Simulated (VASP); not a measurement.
# HgTe: how numerical settings change the zone-centre modes, part 2 of 2

Aim: test the modes of HgTe against the numerical settings. The starting structure is a measured crystal structure from the Crystallography Open Database.

VASP 6.6.1.

Results so far: reference T2 116.7 cm⁻¹; a 5×5×5 mesh T2 116.6 cm⁻¹; a cutoff of 230 eV T2 116.0 cm⁻¹.

## Step 5: Modes with a 12×12×12 mesh

Level of this step: LDA; plane waves and PAW (Hg, Te) (VASP).

Against step 2 the input has a 12×12×12 mesh.

The input, INCAR:

```
SYSTEM = HgTe
PREC = Accurate
ENCUT = 450
EDIFF = 1E-08
NELM = 100
ISMEAR = 1
SIGMA = 0.15
LREAL = .FALSE.
ALGO = Normal
GGA = CA
NBANDS = 15
LORBIT = 11
LWAVE = .FALSE.
LCHARG = .FALSE.
KPAR = 2
IBRION = 8
ISIF = 2
```

The input, POSCAR:

```
HgTe
1.0
    0.0000000000      3.2243064502      3.2243064502
    3.2243064502      0.0000000000      3.2243064502
    3.2243064502      3.2243064502      0.0000000000
Hg Te
1 1
Direct
    0.0000000000      0.0000000000      0.0000000000
    0.7500000000      0.7500000000      0.7500000000
```

The input, KPOINTS:

```
Automatic mesh
0
Gamma
12 12 12
0 0 0
```

Potentials, in the order of the species: Hg and Te (LDA family, release 64).

Started as:

```
$ mpirun -np 2 vasp_std
```

The log of the run:

```text
[... set-up lines as in an earlier step ...]
 entering main loop
       N       E                     dE             d eps       ncg     rms          rms(c)
DAV:   1     0.980724122960E+02    0.98072E+02   -0.74166E+03  2168   0.923E+02
DAV:   2    -0.173206706641E+01   -0.99804E+02   -0.94399E+02  2475   0.231E+02
DAV:   3    -0.523422761840E+01   -0.35022E+01   -0.34936E+01  2615   0.447E+01
DAV:   4    -0.526845554570E+01   -0.34228E-01   -0.34220E-01  3243   0.404E+00
[...]
DAV:  13    -0.503891098626E+01   -0.22655E-07   -0.22170E-07  2741   0.297E-03    0.887E-03
DAV:  14    -0.503891095160E+01    0.34662E-07   -0.81979E-08  2573   0.354E-03    0.197E-03
DAV:  15    -0.503891094959E+01    0.20104E-08   -0.22078E-08  2377   0.789E-04
   1 F= -.50389109E+01 E0= -.50389774E+01  d E =0.199452E-03
 Linear response reoptimize wavefunctions to high precision
DAV:   1    -0.503891094962E+01   -0.29559E-10   -0.49953E-10  1598   0.153E-04
 Linear response DOF=           2
 Linear response progress:
  Degree of freedom:   1/  2
[...]
RMM:   8    -0.377041634640E+00    0.24292E-06   -0.27186E-09 14992   0.112E-04    0.487E-05
RMM:   9    -0.377041782544E+00   -0.14790E-06   -0.15276E-09 14695   0.433E-05    0.837E-06
RMM:  10    -0.377041775347E+00    0.71968E-08   -0.96788E-10 15360   0.105E-05    0.277E-06
 first order change of Fermi-energy  -0.76256E-04
 force on displaced ion       1 direction 1 :  -3.911  -0.000  -0.000
 Linear response progress:
  Degree of freedom:   2/  2
       N       E                     dE             d eps       ncg     rms          rms(c)
RMM:   1    -0.481415246411E-01   -0.48142E-01    0.57712E-02 20731   0.106E+00
RMM:   2    -0.485821770151E-01   -0.44065E-03   -0.17479E-03 13091   0.281E-01    0.127E-01
RMM:   3    -0.485825819890E-01   -0.40497E-06   -0.10116E-04 13614   0.598E-02    0.776E-02
RMM:   4    -0.486252406150E-01   -0.42659E-04   -0.29330E-05 13691   0.312E-02    0.882E-03
[...]
RMM:  10    -0.486271472869E-01   -0.36418E-07   -0.39909E-09 14525   0.134E-05    0.606E-06
RMM:  11    -0.486271729726E-01   -0.25686E-07    0.58540E-09 13398   0.563E-06    0.304E-06
RMM:  12    -0.486271780274E-01   -0.50548E-08    0.11329E-09 10376   0.252E-06    0.447E-07
 first order change of Fermi-energy   0.26692E-03
 force on displaced ion       2 direction 1 :  -3.906   0.000   0.000
 Linear response finished
```

Wall time 87 s (2 MPI ranks of Intel Xeon 6975P-C (Granite Rapids), shared host); peak memory 1.1 GiB.

From OUTCAR (step 5):

```text
  Total       -0.0031130     -0.0031130     -0.0031130      0.0000000      0.0000000      0.0000000
  in kB       -0.0743970     -0.0743970     -0.0743970      0.0000000      0.0000000      0.0000000
  external PRESSURE =      -0.0743970 kB  Pullay stress =       0.0000000 kB

 POSITION                                       TOTAL-FORCE (eV/Angst)
 -----------------------------------------------------------------------------------
      0.00000      0.00000      0.00000         0.000000     -0.000000     -0.000000
      4.83646      4.83646      4.83646        -0.000000      0.000000      0.000000
 -----------------------------------------------------------------------------------
    total drift:                               -0.000000     -0.000000      0.000000

[... 1 part as in an earlier step ...]

[... 1 further part left out ...]
```

With a 12×12×12 mesh the mode is T2 116.7 cm⁻¹, as with the reference.

## Step 6: Modes with finite displacements

Against step 2 the input has IBRION = 6, NFREE = 2 and POTIM = 0.015 (also changed: NSW).

Changes to INCAR since step 5:

```diff
@@ -15,3 +15,6 @@
 KPAR = 2
-IBRION = 8
+IBRION = 6
+NFREE = 2
+POTIM = 0.015
+NSW = 1
 ISIF = 2
```

POSCAR is that of step 5.

The input, KPOINTS:

```
Automatic mesh
0
Gamma
10 10 10
0 0 0
```

Started as:

```
$ mpirun -np 2 vasp_std
```

The log of the run:

```text
[... set-up lines as in an earlier step ...]
 entering main loop
       N       E                     dE             d eps       ncg     rms          rms(c)
[... 15 cycles as in an earlier step ...]
   1 F= -.50383022E+01 E0= -.50383915E+01  d E =0.268120E-03
[...]
2 F= -.50378631E+01 E0= -.50379527E+01  d E =0.268767E-03
[...]
3 F= -.50378631E+01 E0= -.50379527E+01  d E =0.268767E-03
[...]
4 F= -.50378633E+01 E0= -.50379529E+01  d E =0.268768E-03
[...]
5 F= -.50378633E+01 E0= -.50379529E+01  d E =0.268767E-03
 Finite differences progress:
  Degree of freedom:   2/  2
  Displacement:        2/  2
  Total:               4/  4
```

Run time: 46 s. Hardware: 2 MPI ranks; peak memory 0.65 GiB.

OUTCAR, selected parts (step 6):

```text
  Total       -0.0012547      0.0004137      0.0004137      0.0000000     -0.0839944      0.0000000
  in kB       -0.0299845      0.0098864      0.0098864      0.0000000     -2.0073460      0.0000000
  external PRESSURE =      -0.0034039 kB  Pullay stress =       0.0000000 kB

 POSITION                                       TOTAL-FORCE (eV/Angst)
 -----------------------------------------------------------------------------------
      0.00000      0.00000      0.00000        -0.058546     -0.000000     -0.000000
      4.82146      4.83646      4.83646         0.058546      0.000000      0.000000
 -----------------------------------------------------------------------------------
    total drift:                               -0.000060     -0.000000     -0.000000

  FREE ENERGIE OF THE ION-ELECTRON SYSTEM (eV)
  ---------------------------------------------------
  free  energy   TOTEN  =        -5.0378633137 eV

  energy  without entropy=       -5.0381320807  energy(sigma->0) =       -5.03795290

[... 2 parts as in an earlier step ...]

[... 1 further part left out ...]
[key lines of the parts left out:]
E-fermi :   2.9844
```

The last energy, forces and stress in OUTCAR belong to the last displaced cell, not to that of POSCAR.

With finite displacements the mode is T2 116.6 cm⁻¹, -0.1 cm⁻¹ from the reference.

## Step 7: Comparison

| run | T2 | method | core minutes |
| --- | --- | --- | --- |
| reference | 116.7 | perturbation theory | 2.07 |
| a 5×5×5 mesh | 116.6 | perturbation theory | 0.44 |
| a cutoff of 230 eV | 116.0 | perturbation theory | 0.633 |
| a 12×12×12 mesh | 116.7 | perturbation theory | 2.9 |
| finite displacements | 116.6 | finite displacements | 1.53 |

Modes are in cm⁻¹, degenerate ones as one, matched between runs by symmetry and order. A number in brackets counts the listed modes of one symmetry from the lowest. The symmetry labels come from an automatic analysis and can be wrong where levels nearly coincide. Core minutes are wall time times ranks of the run shown, on a shared host.

## Step 8: Results

- T2, reference: 116.7 cm⁻¹
- T2, a 5×5×5 mesh: 116.6 cm⁻¹
- T2, a cutoff of 230 eV: 116.0 cm⁻¹
- T2, a 12×12×12 mesh: 116.7 cm⁻¹
- T2, finite displacements: 116.6 cm⁻¹

What this shows: The largest change comes with a cutoff of 230 eV: -0.7 cm⁻¹ in T2. On finer settings the modes change by less than 0.1 cm⁻¹ with a 12×12×12 mesh. These runs have no gap; if the crystal is a semiconductor, they miss the splitting of its polar modes and hang more on mesh and smearing. Other changes move the modes by more: -0.7 cm⁻¹ in T2 with a cutoff of 230 eV. Further runs on this material are not shown.

[Lines on the potential files, build, host, timing and source positions are cut from VASP's logs without a mark.]

[Logs are printed without paths, hosts, clocks, repeated set-up lines and the standing remarks that a program may print on its own settings, such as how far it seeks lower states.]

[Hosts, paths, dates, database ids (printed as entryN), source tags and the programs' standing remarks are cut or masked in the printed files.]
